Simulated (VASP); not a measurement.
Computed with PBE GGA, VASP's PBE PAW potentials (set 64) (plane waves; VASP 6.6.1).

VASP input:

File POSCAR:
```
PbO
1.0
  4.0717770000   0.0000000000   0.0000000000
  0.0000000000   4.0539320000   0.0000000000
  0.0000000000   0.0000000000   5.1551910000
Pb O
2 2
direct
  0.5000000000   0.0000000000   0.7650000000
  0.0000000000   0.5000000000   0.2350000000
  0.5000000000   0.5000000000   0.0000000000
  0.0069770000   0.0000000000   0.0000000000
```

INCAR:
```
! general
SYSTEM   =  PbO
PREC     =  Accurate
ENCUT    =  520
LREAL    =  .FALSE.
LASPH    =  .TRUE.
NBANDS   =  21

! electronic loop
EDIFF    =  1E-6
NELM     =  100
ALGO     =  Normal
LMAXMIX  =  4

! smearing
ISMEAR   =  0
SIGMA    =  0.05

! functional
GGA      =  PE

! ions
ISIF     =  2

! output
LWAVE    =  .FALSE.
LCHARG   =  .FALSE.
```

**KPOINTS**
```
Regular mesh
0
Gamma
  5 5 4
```

POTCAR, in this order: Pb_d O (PBE.64 set). Program: vasp_std.

The resulting files:

### OUTCAR
```
 ion  position               nearest neighbor table
   1  0.500  0.000  0.765-   4 2.34   3 2.36   3 2.36   4 2.39   2 3.76   2 3.76   2 3.76   2 3.76
                             2 3.96   2 3.96   2 3.96   2 3.96
   2  0.000  0.500  0.235-   4 2.36   4 2.36   3 2.37   3 2.37   1 3.76   1 3.76   1 3.76   1 3.76
                             1 3.96   1 3.96   1 3.96   1 3.96
   3  0.500  0.500  0.000-   1 2.36   1 2.36   2 2.37   2 2.37
   4  0.007  0.000  0.000-   1 2.34   2 2.36   2 2.36   1 2.39
  LATTYP: Found a simple orthorhombic cell.
 ALAT       =     4.0539320000
 B/A-ratio  =     1.0044018992
 C/A-ratio  =     1.2716520652
 Subroutine PRICEL returns:
 Original cell was already a primitive cell.
 Subroutine GETGRP returns: Found  2 space group operations
The static configuration has the point symmetry C_1h.
The dynamic configuration has the point symmetry C_1h.
 Subroutine INISYM returns: Found  2 space group operations
 Subroutine IBZKPT returns following result:
 Found     33 irreducible k-points:

 Following reciprocal coordinates:
            Coordinates               Weight
  0.000000  0.000000  0.000000      1.000000
  0.200000  0.000000  0.000000      2.000000
  0.400000  0.000000  0.000000      2.000000
...
```

File OSZICAR:
```
       N       E                     dE             d eps       ncg     rms          rms(c)
DAV:   1     0.469909241473E+03    0.46991E+03   -0.20245E+04  1386   0.222E+03
DAV:   2     0.561744663785E+02   -0.41373E+03   -0.41143E+03  1401   0.543E+02
DAV:   3    -0.213030618075E+02   -0.77478E+02   -0.75892E+02  1980   0.229E+02
DAV:   4    -0.261199942728E+02   -0.48169E+01   -0.48164E+01  1554   0.559E+01
DAV:   5    -0.263269188316E+02   -0.20692E+00   -0.20690E+00  1893   0.989E+00    0.125E+01
DAV:   6    -0.216194838192E+02    0.47074E+01   -0.46145E+01  2260   0.516E+01    0.562E+00
DAV:   7    -0.215033941862E+02    0.11609E+00   -0.43687E+00  1705   0.161E+01    0.282E+00
DAV:   8    -0.215650081662E+02   -0.61614E-01   -0.19008E+00  2134   0.112E+01    0.191E+00
DAV:   9    -0.214775998930E+02    0.87408E-01   -0.71421E-01  2287   0.730E+00    0.267E-01
DAV:  10    -0.214824061752E+02   -0.48063E-02   -0.48171E-02  1761   0.156E+00    0.114E-01
DAV:  11    -0.214829124613E+02   -0.50629E-03   -0.36563E-03  2014   0.587E-01    0.339E-02
DAV:  12    -0.214830014698E+02   -0.89009E-04   -0.13474E-03  2090   0.224E-01    0.737E-02
DAV:  13    -0.214829202492E+02    0.81221E-04   -0.39697E-04  2229   0.216E-01    0.269E-02
DAV:  14    -0.214829177754E+02    0.24738E-05   -0.69522E-05  1967   0.602E-02    0.634E-03
DAV:  15    -0.214829170328E+02    0.74256E-06   -0.83507E-06  1662   0.206E-02
   1 F= -.21482917E+02 E0= -.21482917E+02  d E =-.264507E-13
```

OUTCAR:
```
------------------------ aborting loop because EDIFF is reached ----------------------------------------
  FORCE on cell =-STRESS in cart. coord.  units (eV):
  Direction    XX          YY          ZZ          XY          YZ          ZX
  --------------------------------------------------------------------------------------
  Total       -0.4008905     -0.2881400     -0.4527822      0.0000000      0.0000000     -0.0659159
  in kB       -7.5479861     -5.4251138     -8.5250075      0.0000000      0.0000000     -1.2410686
  external PRESSURE =      -7.1660358 kB  Pullay stress =       0.0000000 kB
  volume of cell :       85.10
      direct lattice vectors                 reciprocal lattice vectors
     4.071777000  0.000000000  0.000000000     0.245593017  0.000000000  0.000000000
     0.000000000  4.053932000  0.000000000     0.000000000  0.246674093  0.000000000
     0.000000000  0.000000000  5.155191000     0.000000000  0.000000000  0.193979234
 POSITION                                       TOTAL-FORCE (eV/Angst)
 -----------------------------------------------------------------------------------
      2.03589      0.00000      3.94372         0.057087      0.000000      0.417961
      0.00000      2.02697      1.21147         0.016321      0.000000     -0.423807
      2.03589      2.02697      0.00000         0.081821      0.000000      0.025988
      0.02841      0.00000      0.00000        -0.155229      0.000000     -0.020143
 -----------------------------------------------------------------------------------
    total drift:                                0.000138      0.000000     -0.000018
  FREE ENERGIE OF THE ION-ELECTRON SYSTEM (eV)
  ---------------------------------------------------
  free  energy   TOTEN  =       -21.4829170328 eV

  energy  without entropy=      -21.4829170328  energy(sigma->0) =      -21.48291703
```
(Selected blocks of OUTCAR.)

The compound is PbO in the litharge structure. The cell was not relaxed at this level. The run is one of a series of settings (NBANDS = 21 against the base run), some of them coarse on purpose.
